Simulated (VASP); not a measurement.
A convergence study with VASP on LiH (rock salt): one setting is varied, all else stays as given below, so the limit is that of these other settings.

```
LiH
1.0
    0.00000     2.04000     2.04000
    2.04000     0.00000     2.04000
    2.04000     2.04000     0.00000
Li H
1 1
Direct
  0.00000   0.00000   0.00000
  0.50000   0.50000   0.50000
```

Method: PBE GGA, VASP's PBE PAW potentials (set 64) (plane waves; VASP 6.6.1). The tightest run used: 700 eV cut-off, 16×16×16 Monkhorst-Pack mesh, Gaussian smearing of 0.050 eV, potentials Li_sv H.

```csv
setting,E (eV/atom),pressure (GPa),irreducible k-points
1×1×1 mesh,-6.0648,-35.56,1
2×2×2 mesh,-3.1064,-3.47,2
3×3×3 mesh,-3.0779,-2.36,4
4×4×4 mesh,-3.0631,-2.14,10
```

These are the cheaper rows. Estimate the results at 16×16×16 mesh, and how far the last row shown lies from them.

```
quantity        tightest run  last row shown is off by
--------------  ------------  ------------------------
E (eV/atom)          -3.0608                   -0.0024
pressure (GPa)         -2.02                     -0.12
```

Left out are rungs that failed or repeat a setting and relaxations that didn't move; long series are thinned to 24 rows.

The compound is LiH in the rock salt structure. The cell was not relaxed at this level.
